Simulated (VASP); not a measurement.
Crystal: Be2CdS3.

```
CELL_PARAMETERS angstrom
-1.83000 5.49500 2.59000
1.83000 -5.49500 2.59000
1.83000 5.49500 -2.59000
ATOMIC_POSITIONS crystal
Be 0.66700 0.00000 0.66700
Be 0.33300 0.00000 0.33300
Cd 0.00000 0.00000 0.00000
S 0.08300 0.25000 0.83300
S 0.41700 0.25000 0.16700
S 0.75000 0.25000 0.50000
```

The cell was built by a generator and needn't be a form met in nature.

```yaml
Program: VASP 6.6.1
Task: relaxation of cell and atoms
Functional: PBE
Potentials_or_basis: VASP PAW PBE potentials, release 64 (Be, Cd, S)
Cutoff: 520 eV
k_mesh: 5 × 5 × 5
Occupations: gaussian, width 0.15 eV
Spin: no spin polarisation
```

At the start: pressure 9.9 GPa; volume 17.36 Å³/atom.

Where does the relaxation end?

Over 9 steps the energy falls by 354.2 meV/atom and the volume is 17.63 Å³/atom (+1.5 %); space group Imm2 (No. 44, to 0.05 Å).

The path:
| step | energy change (eV) | largest force (eV/Å) | pressure (GPa) | volume (Å³) |
| --- | --- | --- | --- | --- |
| 1 | 0.0000 | 5.3121 | 9.89 | 104.18 |
| 2 | -1.5908 | 0.9056 | -7.32 | 121.19 |
| 3 | -1.6200 | 1.3479 | -5.92 | 118.60 |
| 4 | -2.0329 | 0.5640 | -1.65 | 109.32 |
| 5 | -2.0841 | 0.4248 | 0.71 | 105.17 |
| 6 | -2.0839 | 0.4345 | 0.95 | 104.91 |
| 7 | -2.1171 | 0.2044 | 0.41 | 105.33 |
| 8 | -2.1212 | 0.1379 | 0.11 | 105.53 |
| 9 | -2.1249 | 0.0535 | -0.06 | 105.77 |

Final structure:
```
Be Cd S
1.0
    -1.81408    5.51210    2.64438
     1.81408   -5.51210    2.64438
     1.81408    5.51210   -2.64438
Be Cd S
2 1 3
Direct
  0.67303 0.00123 0.67180
  0.32943 0.00123 0.32820
  0.00872 0.00872 0.00000
  0.09208 0.28235 0.80973
  0.47262 0.28235 0.19027
  0.67411 0.17411 0.50000
```

Caveat: the k mesh is coarse (spacing up to 0.42 Å⁻¹), so the values aren't converged.
